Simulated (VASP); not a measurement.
Data:

```
CELL_PARAMETERS angstrom
      0.00000     2.62243     2.62243
      2.62243     0.00000     2.62243
      2.62243     2.62243     0.00000
ATOMIC_POSITIONS crystal
  Ce 0.00000 0.00000 0.00000
  O  0.25000 0.25000 0.25000
  O  0.75000 0.75000 0.75000
```

Calculation: PBEsol GGA, VASP's PBE PAW potentials (set 64) (plane waves; VASP 6.6.1). Settings: 620 eV cut-off, 7×7×7 Γ-centred mesh, Gaussian smearing of 0.050 eV, potentials Ce O.

Energy and stress use the plane-wave basis of the starting cell.

Q: The ions, cell shape and volume at an external pressure of 30.0 GPa are relaxed. What does this cell relax into?

A: 
```
CELL_PARAMETERS angstrom
      0.00000     2.59304     2.59304
      2.59304     0.00000     2.59304
      2.59304     2.59304     0.00000
ATOMIC_POSITIONS crystal
  Ce 0.00000 0.00000 0.00000
  O  0.25000 0.25000 0.25000
  O  0.75000 0.75000 0.75000
```
Space group Fm-3m (225), at a tolerance of 0.03 Å.

Q: How do energy and volume change from the first to the last step?

A: The energy (σ→0) changes by +62.0 meV/atom and the volume by -3.3 %, in 4 ionic steps.

The compound is CeO2 in the fluorite structure. This run relaxes it under an external pressure of 30 GPa. Symmetry was kept, so distortions that lower it aren't found. The run is not spin-polarised, so no magnetic state was tried.
